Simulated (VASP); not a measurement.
Energy against volume of Na (bcc). Level of theory: optB86b-vdW, VASP's PBE PAW potentials (set 64) (plane waves; VASP). Settings: 520 eV cut-off, 12×12×12 Γ-centred mesh, first-order Methfessel-Paxton smearing of 0.10 eV, potentials Na_pv.

| V (Å³/atom) | E (eV/atom) |
|---|---|
| 34.233 | 0.88727 |
| 35.326 | 0.88438 |
| 36.418 | 0.88331 |
| 37.511 | 0.88383 |

Problem. Fit these four points and predict the energy of the run at 38.603 Å³/atom.

Solution. A cubic in V^(−2/3), the third-order Birch-Murnaghan form, passes through the four points with V0 = 36.59 Å³/atom and B0 = 8 GPa, and gives 0.8857 eV/atom there. The run gave 0.8858 eV/atom, +0.0 meV/atom from the fit; all five points give B0 = 8 GPa.

The compound is Na in the bcc structure. It was relaxed first, which changed the volume by -5 %.
